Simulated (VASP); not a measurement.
Calculation: PBEsol GGA, VASP's PBE PAW potentials (set 64) (plane waves; VASP 6.6.1).

A VASP calculation is set up with these files.

**INCAR**
```
ALGO = Normal
EDIFF = 1E-7
ENCUT = 480
GGA = PS
ISIF = 2
ISMEAR = 1
LASPH = .True.
LCHARG = .False.
LMAXMIX = 4
LREAL = .False.
LWAVE = .False.
NELM = 100
PREC = Accurate
SIGMA = 0.1
SYSTEM = PPd
```

KPOINTS:
```
Automatic mesh
0
Gamma
8 8 10
0 0 0
```

POSCAR:
```
PPd
1
    1.7683240974    -5.4242187625     0.0000000000
    1.7683240974     5.4242187625    -0.0000000000
    0.0000000000    -0.0000000000     2.9878316555
P Pd
2 2
Direct
  0.5847642791   0.4152357209   0.2500000000
  0.4152357209   0.5847642791   0.7500000000
  0.8251564409   0.1748435591   0.2500000000
  0.1564077244   0.8435922756   0.7500000000
```

POTCAR, in this order: P Pd (PBE.64 set). Program: vasp_std.

Output of the run:

File OSZICAR:
```
       N       E                     dE             d eps       ncg     rms          rms(c)
DAV:   1     0.152580988216E+03    0.15258E+03   -0.14116E+04  4788   0.140E+03
DAV:   2    -0.177066234974E+02   -0.17029E+03   -0.16365E+03  5241   0.288E+02
DAV:   3    -0.250588184312E+02   -0.73522E+01   -0.71438E+01  5805   0.568E+01
DAV:   4    -0.251801451667E+02   -0.12133E+00   -0.12100E+00  5493   0.742E+00
DAV:   5    -0.251824055134E+02   -0.22603E-02   -0.22594E-02  5742   0.991E-01    0.157E+01
DAV:   6    -0.245936267503E+02    0.58878E+00   -0.74123E+00  5535   0.252E+01    0.933E+00
DAV:   7    -0.243195400391E+02    0.27409E+00   -0.16293E+00  5381   0.131E+01    0.521E+00
DAV:   8    -0.242933174431E+02    0.26223E-01   -0.15370E-01  5372   0.372E+00    0.937E-01
DAV:   9    -0.242849873984E+02    0.83300E-02   -0.47345E-02  5475   0.296E+00    0.459E-01
DAV:  10    -0.242837735685E+02    0.12138E-02   -0.77492E-03  5559   0.985E-01    0.236E-01
DAV:  11    -0.242837784085E+02   -0.48400E-05   -0.71172E-04  5386   0.200E-01    0.764E-02
DAV:  12    -0.242837810360E+02   -0.26275E-05   -0.43622E-05  5973   0.804E-02    0.226E-02
DAV:  13    -0.242837788795E+02    0.21565E-05   -0.79173E-06  5423   0.303E-02    0.691E-03
DAV:  14    -0.242837788153E+02    0.64186E-07   -0.77123E-07  5414   0.633E-03
   1 F= -.24283779E+02 E0= -.24284012E+02  d E =0.698785E-03
```

**OUTCAR**
```
------------------------ aborting loop because EDIFF is reached ----------------------------------------
  FORCE on cell =-STRESS in cart. coord.  units (eV):
  Direction    XX          YY          ZZ          XY          YZ          ZX
  --------------------------------------------------------------------------------------
  Total        0.7416422      0.6771811     -0.1518527      0.0000000      0.0000000      0.0000000
  in kB       20.7309790     18.9291107     -4.2447080      0.0000000      0.0000000      0.0000000
  external PRESSURE =      11.8051272 kB  Pullay stress =       0.0000000 kB
  volume of cell :       57.32
      direct lattice vectors                 reciprocal lattice vectors
     1.768324097 -5.424218762  0.000000000     0.282753597 -0.092179173  0.000000000
     1.768324097  5.424218762  0.000000000     0.282753597  0.092179173  0.000000000
     0.000000000  0.000000000  2.987831655     0.000000000  0.000000000  0.334690878
 POSITION                                       TOTAL-FORCE (eV/Angst)
 -----------------------------------------------------------------------------------
      1.76832     -0.91956      0.74696         0.000000      0.458003      0.000000
      1.76832      0.91956      2.24087         0.000000     -0.101856      0.000000
      1.76832     -3.52744      0.74696         0.000000      0.772917      0.000000
      1.76832      3.72744      2.24087         0.000000     -1.129064      0.000000
 -----------------------------------------------------------------------------------
    total drift:                                0.000000     -0.000020      0.000000
  FREE ENERGIE OF THE ION-ELECTRON SYSTEM (eV)
  ---------------------------------------------------
  free  energy   TOTEN  =       -24.2837788153 eV

  energy  without entropy=      -24.2844776000  energy(sigma->0) =      -24.28401174
```
(Selected blocks of OUTCAR.)

The structure was generated: PPd was put into the CrB type (Cmcm), which need not be its known phase. This cell was strained or had an atom moved on purpose.
